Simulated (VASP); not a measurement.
## AlN: structure and properties in VASP

What structure does AlN take at this level, and what are its properties? The steps: relaxing cell and atoms (r2SCAN), single point with fields (r2SCAN), band structure (r2SCAN), total and projected DOS (r2SCAN), volume scan with r2SCAN, fit for r2SCAN, independent-particle dielectric function (r2SCAN) and bands along the symmetry lines (r2SCAN), changed input. The start is a cell from a database of measured crystal structures.

Program: VASP 6.6.1. Level of theory: r2SCAN; plane waves and PAW (Al, N). Results are calculated unless marked as measured.

The database entry behind the starting cell differs from later determinations by our own check (inner coordinate u about 0.002 short), so it need not match the best structure at ambient conditions.

### Step 1. The structure

Before any relaxation, the start is as follows. The structure is hexagonal, space group P6_3mc (No. 186). The conventional cell has a = 3.113 Å, b = 3.113 Å, c = 4.981 Å, α = 90.00°, β = 90.00°, γ = 120.00°. Nearest to Al lie 4 N at 1.89 Å. Nearest to N lie 4 Al at 1.89 Å. Farther neighbours and most contacts between anions are not listed.

Structure file:

```
Al N
1.0
     3.11300    0.00000    0.00000
    -1.55650    2.69594    0.00000
     0.00000    0.00000    4.98100
Al N
2 2
Direct
  0.33333 0.66667 0.00000
  0.66667 0.33333 0.50000
  0.33333 0.66667 0.38000
  0.66667 0.33333 0.88000
```

### Step 2. Relaxing cell and atoms (r2SCAN)

The start need not lie at this functional's minimum. ISIF = 3 frees volume, shape and positions, and EDIFFG sets the threshold on forces and stress at which the search stops. r2SCAN adds the kinetic-energy density, costs more than a GGA and is run with LASPH.

Input file INCAR:

```
SYSTEM = AlN
PREC = Accurate
ENCUT = 520
EDIFF = 1E-06
NELM = 100
ISMEAR = 0
SIGMA = 0.05
LREAL = .FALSE.
ALGO = Normal
METAGGA = R2SCAN
LASPH = .TRUE.
NBANDS = 14
LORBIT = 11
LWAVE = .FALSE.
LCHARG = .FALSE.
KPAR = 4
IBRION = 2
NSW = 60
ISIF = 3
EDIFFG = -0.01
```

Input file POSCAR:

```
AlN
1.0
    3.1130000000      0.0000000000      0.0000000000
   -1.5565000000      2.6959370820      0.0000000000
    0.0000000000      0.0000000000      4.9810000000
Al N
2 2
Direct
    0.3333333333      0.6666666667      0.0000000000
    0.6666666667      0.3333333333      0.5000000000
    0.3333333333      0.6666666667      0.3800000000
    0.6666666667      0.3333333333      0.8800000000
```

Input file KPOINTS:

```
Automatic mesh
0
Gamma
8 8 5
0 0 0
```

Potentials, in the order of the species: Al and N (PBE family, release 64).

Started as:

```
> mpirun -np 4 vasp_std
```

Output:

```text
[banner, memory and clock lines left out]
running    4 mpi-ranks, on    1 nodes
 distrk:  each k-point on    1 cores,    4 groups
 distr:  one band on    1 cores,    1 groups

 POSCAR found type information on POSCAR AlN
 POSCAR found :  2 types and       4 ions
|                                                                             |
|               ----> ADVICE to this user running VASP <----                  |
|                                                                             |
|     You enforced a specific xc type in the INCAR file but a different       |
|     [... a line on the potential file left out ...]
|     I HOPE YOU KNOW WHAT YOU ARE DOING!                                     |
|                                                                             |

 LDA part: xc-table for (None), standard interpolation
 POSCAR, INCAR and KPOINTS ok, starting setup
 FFT: planning ... GRIDC
 FFT: planning ... GRID_SOFT
 FFT: planning ... GRID
 WAVECAR not read
 entering main loop
       N       E                     dE             d eps       ncg     rms          rms(c)
DAV:   1     0.343844338010E+02    0.34384E+02   -0.77249E+03   840   0.105E+03
DAV:   2    -0.433342480381E+02   -0.77719E+02   -0.72268E+02  1144   0.215E+02
DAV:   3    -0.470796071445E+02   -0.37454E+01   -0.37346E+01  1116   0.493E+01
DAV:   4    -0.471065488977E+02   -0.26942E-01   -0.26939E-01   948   0.480E+00
DAV:   5    -0.471069303975E+02   -0.38150E-03   -0.38148E-03  1128   0.576E-01    0.125E+01
DAV:   6    -0.381330902886E+02    0.89738E+01   -0.10082E+01  1038   0.232E+01    0.518E+00
DAV:   7    -0.384123475853E+02   -0.27926E+00   -0.13838E+00  1038   0.813E+00    0.336E+00
DAV:   8    -0.384654430173E+02   -0.53095E-01   -0.99149E-02   936   0.327E+00    0.895E-01
DAV:   9    -0.384538724815E+02    0.11571E-01   -0.32390E-02  1092   0.144E+00    0.228E-01
DAV:  10    -0.384544064869E+02   -0.53401E-03   -0.32130E-03   990   0.401E-01    0.112E-01
DAV:  11    -0.384543397250E+02    0.66762E-04   -0.15081E-04  1104   0.111E-01    0.262E-02
DAV:  12    -0.384543395966E+02    0.12840E-06   -0.90242E-06  1062   0.254E-02
   1 F= -.38454340E+02 E0= -.38454340E+02  d E =-.384543E+02
 curvature:   0.00 expect dE= 0.000E+00 dE for cont linesearch  0.000E+00
 trial: gam= 0.00000 g(F)=  0.303E-02 g(S)=  0.645E-02 ort = 0.000E+00 (trialstep = 0.100E+01)
 search vector abs. value=  0.948E-02
 bond charge predicted
       N       E                     dE             d eps       ncg     rms          rms(c)
DAV:   1    -0.384621000476E+02   -0.77603E-02   -0.60207E-01   906   0.655E+00    0.584E-01
DAV:   2    -0.384550078568E+02    0.70922E-02   -0.21943E-02  1068   0.128E+00    0.252E-01
DAV:   3    -0.384541513434E+02    0.85651E-03   -0.24198E-03  1020   0.393E-01    0.912E-02
DAV:   4    -0.384539931476E+02    0.15820E-03   -0.25433E-04  1080   0.146E-01    0.262E-02
DAV:   5    -0.384539720205E+02    0.21127E-04   -0.38666E-05  1098   0.524E-02    0.133E-02
DAV:   6    -0.384539705685E+02    0.14521E-05   -0.33376E-06   996   0.169E-02    0.522E-03
DAV:   7    -0.384539709780E+02   -0.40955E-06   -0.79789E-07   582   0.730E-03
   2 F= -.38453971E+02 E0= -.38453971E+02  d E =0.368619E-03
[...]
3 F= -.38456562E+02 E0= -.38456562E+02  d E =-.222210E-02
[...]
4 F= -.38456561E+02 E0= -.38456561E+02  d E =-.222117E-02
 curvature:  -0.24 expect dE=-0.215E-04 dE for cont linesearch -0.470E-07
 ZBRENT: accuracy reached
 trial: gam= 0.01381 g(F)=  0.422E-04 g(S)=  0.460E-04 ort =-0.428E-04 (trialstep = 0.899E+00)
 search vector abs. value=  0.888E-04
 bond charge predicted
       N       E                     dE             d eps       ncg     rms          rms(c)
DAV:   1    -0.384566278123E+02   -0.66392E-04   -0.48263E-03   840   0.580E-01    0.214E-02
DAV:   2    -0.384566194754E+02    0.83370E-05   -0.48191E-05  1104   0.593E-02    0.131E-02
DAV:   3    -0.384566177719E+02    0.17035E-05   -0.47495E-06  1014   0.175E-02    0.261E-03
DAV:   4    -0.384566182624E+02   -0.49049E-06   -0.53066E-07   594   0.639E-03
   5 F= -.38456618E+02 E0= -.38456618E+02  d E =-.574928E-04
 trial-energy change:   -0.000057  1 .order   -0.000056   -0.000079   -0.000034
 step:   1.5707(harm=  1.5707)  dis= 0.00125  next Energy=   -38.456630 (dE=-0.688E-04)
 reached required accuracy - stopping structural energy minimisation
```

Elapsed: 29 s, on 4 MPI ranks of Intel Xeon 6975P-C (Granite Rapids), shared host; peak memory 0.63 GiB.

Lines that name or quote the potential files are left out of all logs, and their timing lines are given in words.

Parts of OUTCAR (step 2):

```text
ion  position               nearest neighbor table
   1  0.333  0.667  0.000-   3 1.89   4 1.89   4 1.89   4 1.89   2 3.07   2 3.07   2 3.07   2 3.07
                             2 3.07   2 3.07
   2  0.667  0.333  0.500-   4 1.89   3 1.89   3 1.89   3 1.89   1 3.07   1 3.07   1 3.07   1 3.07
                             1 3.07   1 3.07
   3  0.333  0.667  0.380-   1 1.89   2 1.89   2 1.89   2 1.89
   4  0.667  0.333  0.880-   2 1.89   1 1.89   1 1.89   1 1.89

  LATTYP: Found a hexagonal cell.
 ALAT       =     3.1130000000
 C/A-ratio  =     1.6000642467

 Subroutine GETGRP returns: Found 12 space group operations
 (whereof  6 operations were pure point group operations)

The static configuration has the point symmetry C_3v.
 The point group associated with its full space group is C_6v.

 Found     30 irreducible k-points:

   k-points           NKPTS =     30   k-points in BZ     NKDIM =     30   number of bands    NBANDS=     14

   dimension x,y,z NGX =    24 NGY =   24 NGZ =   40
   dimension x,y,z NGXF=    48 NGYF=   48 NGZF=   80

   ENCUT  =  520.0 eV  38.22 Ry    6.18 a.u.   5.79  5.79  9.26*2*pi/ulx,y,z

   NELECT =      16.0000    total number of electrons

 k-points in reciprocal lattice and weights: Automatic mesh
   0.00000000  0.00000000  0.00000000       0.003
   0.12500000  0.00000000  0.00000000       0.019
   0.25000000  0.00000000  0.00000000       0.019
   0.37500000  0.00000000  0.00000000       0.019
   0.50000000  0.00000000  0.00000000       0.009
   0.12500000  0.12500000  0.00000000       0.019
   0.25000000  0.12500000  0.00000000       0.038
   0.37500000  0.12500000  0.00000000       0.038
   0.25000000  0.25000000  0.00000000       0.019
[...]
0.25000000  0.25000000  0.40000000       0.038
   0.37500000  0.25000000  0.40000000       0.038

 average (electrostatic) potential at core
       1 -74.4954       2 -74.4954       3 -62.7105       4 -62.7105

 E-fermi :   6.2070

 k-point     1 :       0.0000    0.0000    0.0000
  band No.  band energies     occupation
    ...
      4       5.0523      2.00000
      5       5.0523      2.00000
      6       5.7117      2.00000
      7       5.7117      2.00000
      8       5.9300      2.00000
      9      10.8697      0.00000
     10      13.4950      0.00000
     11      17.5608      0.00000
     12      17.9975      0.00000
     13      17.9975      0.00000
    ...

 k-point     2 :       0.1250    0.0000    0.0000
  band No.  band energies     occupation
    ...
      4       4.1849      2.00000
      5       4.8047      2.00000
      6       4.8980      2.00000
      7       5.6742      2.00000
      8       5.8378      2.00000
      9      11.7009      0.00000
     10      14.2418      0.00000
     11      16.6076      0.00000
     12      16.9209      0.00000
     13      18.5993      0.00000
    ...

 k-point     3 :       0.2500    0.0000    0.0000
  band No.  band energies     occupation
    ...
      4       2.4424      2.00000
      5       3.4451      2.00000
      6       4.3301      2.00000
      7       5.4893      2.00000
      8       5.5074      2.00000
      9      12.8882      0.00000
     10      14.3465      0.00000
     11      14.8453      0.00000
     12      16.9805      0.00000
     13      18.4521      0.00000
    ...

  Total        0.0128772      0.0128772     -0.0325525      0.0000000      0.0000000      0.0000000
  in kB        0.4966379      0.4966379     -1.2554628      0.0000000      0.0000000      0.0000000
  external PRESSURE =      -0.0873957 kB  Pullay stress =       0.0000000 kB

  energy-cutoff  :      520.00
  volume of cell :       41.54
      direct lattice vectors                 reciprocal lattice vectors
     3.104338195 -0.000000000  0.000000000     0.322129851  0.185981756  0.000000000
    -1.552169097  2.688435738 -0.000000000    -0.000000000  0.371963512  0.000000000
    -0.000000000 -0.000000000  4.977621176    -0.000000000  0.000000000  0.200899177

 POSITION                                       TOTAL-FORCE (eV/Angst)
 -----------------------------------------------------------------------------------
     -0.00000      1.79229      4.97393         0.000000      0.000000     -0.004273
      1.55217      0.89615      2.48512         0.000000      0.000000     -0.004273
     -0.00000      1.79229      1.89519        -0.000000     -0.000000      0.004273
      1.55217      0.89615      4.38400        -0.000000     -0.000000      0.004273
 -----------------------------------------------------------------------------------
    total drift:                               -0.000000     -0.000000     -0.024890

  FREE ENERGIE OF THE ION-ELECTRON SYSTEM (eV)
  ---------------------------------------------------
  free  energy   TOTEN  =       -38.4566182624 eV

  energy  without entropy=      -38.4566182624  energy(sigma->0) =      -38.45661826

 reached required accuracy - stopping structural energy minimisation

 total charge
# of ion       s       p       d       tot
------------------------------------------
    1        0.368   0.451   0.000   0.818
    2        0.368   0.451   0.000   0.818
    3        1.230   2.675   0.000   3.905
    4        1.230   2.675   0.000   3.905
--------------------------------------------------
tot          3.196   6.251   0.000   9.447

[... 3 further parts left out ...]
```

The gap is read on the k-mesh alone, so it is an upper bound where the band edges lie off the mesh. The PAW data sets were made with PBE, which is usual practice but a small mismatch for other functionals. The run keeps the 12 symmetry operations of its start, so it cannot find a distortion of lower symmetry.

Relaxation path:

| step | energy less that of the first step (eV) | largest force (eV/Å) | pressure (GPa) | volume (Å³) |
| --- | --- | --- | --- | --- |
| 1 | 0.0000 | 0.1253 | -1.37 | 41.80 |
| 2 | 0.0004 | 0.0991 | 1.50 | 41.26 |
| 3 | -0.0022 | 0.0187 | -0.02 | 41.55 |
| 4 | -0.0022 | 0.0148 | 0.04 | 41.54 |
| 5 | -0.0023 | 0.0043 | -0.01 | 41.54 |

| conventional cell, symmetrised | before | after | change |
| --- | --- | --- | --- |
| a (Å) | 3.113 | 3.104 | -0.3 % |
| b (Å) | 3.113 | 3.104 | -0.3 % |
| c (Å) | 4.981 | 4.978 | -0.1 % |
| volume (Å³/atom) | 10.45 | 10.39 | -0.6 % |

The relaxed structure:

```
Al N
1.0
     3.10434    0.00000    0.00000
    -1.55217    2.68844    0.00000
     0.00000    0.00000    4.97762
Al N
2 2
Direct
  0.33333 0.66667 0.99926
  0.66667 0.33333 0.49926
  0.33333 0.66667 0.38074
  0.66667 0.33333 0.88074
```

This step gave:

| Item | Value |
| --- | --- |
| electrons | 16 |
| bands | 14 |
| irreducible k-points | 30 |
| symmetry operations | 12 |
| free energy (TOTEN) | -38.46 eV |
| Fermi energy | 6.207 eV |
| pressure | -0.008740 GPa |
| metallic | no |
| valence top at k | 0, 0, 0 |
| conduction bottom at k | 0, 0, 0 |
| least direct gap at k | 0, 0, 0 |
| SCF cycles over all ionic steps | 33 |
| gap on the k-mesh | 4.940 eV |
| least direct gap on the k-mesh | 4.940 eV |

It ends with a largest force of 0.004 eV/Å and a pressure of -0.01 GPa. The volume lies -0.6 % from that of the database's start, which holds the thermal and zero-point expansion of its experiment.

(Continued in part 2 of 5.)

[Lines on the potential files, build, host, timing and source positions are cut from VASP's logs without a mark.]

[Logs are printed without paths, hosts, clocks, repeated set-up lines and the standing remarks that a program may print on its own settings, such as how far it seeks lower states.]

[Hosts, paths, dates, database ids (printed as entryN), source tags and the programs' standing remarks are cut or masked in the printed files.]

[A measured line is paired with the nearest computed mode of its activity, which favours agreement.]
